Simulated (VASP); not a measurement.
These are PBE GGA, VASP's PBE PAW potentials (set 64) (plane waves; VASP) values and carry that method's errors.

The input files of a VASP run:

File POSCAR:
```
ZrC
2.3088750
  0.0000000000   1.0000000000   1.0000000000
  1.0000000000   0.0000000000   1.0000000000
  1.0000000000   1.0000000000   0.0000000000
Zr C
1 1
Direct
  0.0000000000   0.0000000000   0.0000000000
  0.5000000000   0.5000000000   0.5000000000
```

File KPOINTS:
```
Automatic
0
Gamma
 10 10 10
0 0 0
```

**INCAR**
```
SYSTEM = ZrC
PREC = Accurate; ENCUT = 400; LREAL = .FALSE.
LASPH = .TRUE.
EDIFF = 1E-6; NELM = 100; ALGO = Normal
LMAXMIX = 4
ISMEAR = 0; SIGMA = 0.2
GGA = PE
ISIF = 2
LWAVE = .FALSE.; LCHARG = .FALSE.
```

POTCAR, in this order: Zr_sv C (PBE.64 set). Program: vasp_std.

What VASP printed:

**OUTCAR**
```
 ion  position               nearest neighbor table
   1  0.000  0.000  0.000-   2 2.31   2 2.31   2 2.31   2 2.31   2 2.31   2 2.31
   2  0.500  0.500  0.500-   1 2.31   1 2.31   1 2.31   1 2.31   1 2.31   1 2.31
  LATTYP: Found a face centered cubic cell.
 ALAT       =     4.6177500000
 Subroutine PRICEL returns:
 Original cell was already a primitive cell.
 Subroutine GETGRP returns: Found 48 space group operations
The static configuration has the point symmetry O_h .
The dynamic configuration has the point symmetry O_h .
 Subroutine INISYM returns: Found 48 space group operations
 Subroutine IBZKPT returns following result:
 Found     47 irreducible k-points:

 Following reciprocal coordinates:
            Coordinates               Weight
  0.000000  0.000000  0.000000      1.000000
  0.100000  0.000000  0.000000      8.000000
  0.200000  0.000000  0.000000      8.000000
  0.300000  0.000000  0.000000      8.000000
  0.400000  0.000000  0.000000      8.000000
  0.500000  0.000000  0.000000      4.000000
  0.100000  0.100000  0.000000      6.000000
  0.200000  0.100000  0.000000     24.000000
  0.300000  0.100000  0.000000     24.000000
...
```

**OSZICAR**
```
       N       E                     dE             d eps       ncg     rms          rms(c)
DAV:   1     0.868612266068E+02    0.86861E+02   -0.77203E+03  1128   0.111E+03
DAV:   2    -0.185845628400E+02   -0.10545E+03   -0.98832E+02  1344   0.301E+02
DAV:   3    -0.226239893185E+02   -0.40394E+01   -0.39681E+01  1572   0.537E+01
DAV:   4    -0.227688284809E+02   -0.14484E+00   -0.14478E+00  1432   0.992E+00
DAV:   5    -0.227736413873E+02   -0.48129E-02   -0.48127E-02  1636   0.145E+00    0.235E+01
DAV:   6    -0.195000477861E+02    0.32736E+01   -0.15299E+01  1260   0.282E+01    0.925E+00
DAV:   7    -0.194067656245E+02    0.93282E-01   -0.61553E-01  1316   0.643E+00    0.666E+00
DAV:   8    -0.194037409157E+02    0.30247E-02   -0.11533E-01  1248   0.318E+00    0.156E+00
DAV:   9    -0.193995302658E+02    0.42106E-02   -0.28220E-02  1364   0.110E+00    0.467E-01
DAV:  10    -0.193998384074E+02   -0.30814E-03   -0.18607E-03  1320   0.546E-01    0.360E-01
DAV:  11    -0.193996623808E+02    0.17603E-03   -0.60057E-04  1260   0.189E-01    0.170E-02
DAV:  12    -0.193996587302E+02    0.36506E-05   -0.11083E-05  1636   0.352E-02    0.966E-03
DAV:  13    -0.193996582542E+02    0.47600E-06   -0.23628E-07   664   0.478E-03
   1 F= -.19399658E+02 E0= -.19396572E+02  d E =-.617239E-02
```

File OUTCAR:
```
------------------------ aborting loop because EDIFF is reached ----------------------------------------
  FORCE on cell =-STRESS in cart. coord.  units (eV):
  Direction    XX          YY          ZZ          XY          YZ          ZX
  --------------------------------------------------------------------------------------
  Total        2.1413253      2.1413253      2.1413253      0.0000000      0.0000000     -0.0000000
  in kB      139.3676491    139.3676491    139.3676491      0.0000000      0.0000000     -0.0000000
  external PRESSURE =     139.3676491 kB  Pullay stress =       0.0000000 kB
  volume of cell :       24.62
      direct lattice vectors                 reciprocal lattice vectors
     0.000000000  2.308875000  2.308875000    -0.216555682  0.216555682  0.216555682
     2.308875000  0.000000000  2.308875000     0.216555682 -0.216555682  0.216555682
     2.308875000  2.308875000  0.000000000     0.216555682  0.216555682 -0.216555682
 POSITION                                       TOTAL-FORCE (eV/Angst)
 -----------------------------------------------------------------------------------
      0.00000      0.00000      0.00000         0.000000     -0.000000      0.000000
      2.30888      2.30888      2.30888         0.000000      0.000000     -0.000000
 -----------------------------------------------------------------------------------
    total drift:                                0.000000     -0.000000     -0.000000
  FREE ENERGIE OF THE ION-ELECTRON SYSTEM (eV)
  ---------------------------------------------------
  free  energy   TOTEN  =       -19.3996582542 eV

  energy  without entropy=      -19.3934858673  energy(sigma->0) =      -19.39657206
```
(Selected blocks of OUTCAR.)

**OUTCAR**
```
 val. band max:       10.1919952806   @ k =   0.4000   0.4000   0.0000

 cond. band min:      10.3153872031   @ k =   0.1000   0.1000   0.0000


 Fermi energy:        10.2477881885

 k-point     1 :       0.0000    0.0000    0.0000
  band No.  band energies     occupation
      1     -37.6609      2.00000
      2     -15.3322      2.00000
      3     -15.3322      2.00000
      4     -15.3322      2.00000
      5      -1.2550      2.00000
      6      11.1857      0.00000
      7      11.1857      0.00000
      8      11.1857      0.00000
      9      11.3497      0.00000
     10      11.3497      0.00000
     11      11.3497      0.00000
     12      13.2074      0.00000

 k-point     2 :       0.1000    0.0000    0.0000
  band No.  band energies     occupation
      1     -37.6487      2.00000
      2     -15.4396      2.00000
      3     -15.3410      2.00000
      4     -15.3410      2.00000
      5      -1.0083      2.00000
      6       9.8381      1.99624
      7      10.1309      1.59137
      8      10.1309      1.59137
      9      11.7459      0.00000
     10      11.7459      0.00000
     11      12.2073      0.00000
     12      14.3715      0.00000

 k-point     3 :       0.2000    0.0000    0.0000
  band No.  band energies     occupation
      1     -37.6166      2.00000
      2     -15.7115      2.00000
      3     -15.3646      2.00000
      4     -15.3646      2.00000
      5      -0.3356      2.00000
      6       8.2027      2.00000
      7       8.8793      2.00000
      8       8.8793      2.00000
      9      12.4439      0.00000
     10      12.4439      0.00000
     11      12.8145      0.00000
     12      16.3620      0.00000

 k-point     4 :       0.3000    0.0000    0.0000
  band No.  band energies     occupation
      1     -37.5766      2.00000
      2     -16.0297      2.00000
      3     -15.3933      2.00000
      4     -15.3933      2.00000
      5       0.5987      2.00000
      6       6.6447      2.00000
...
```

At this cut-off the stress carries a Pulay error, which pulls relaxed volumes low.

The structure is a typed ZrC crystal (Fm-3m). The cell was not relaxed at this level.
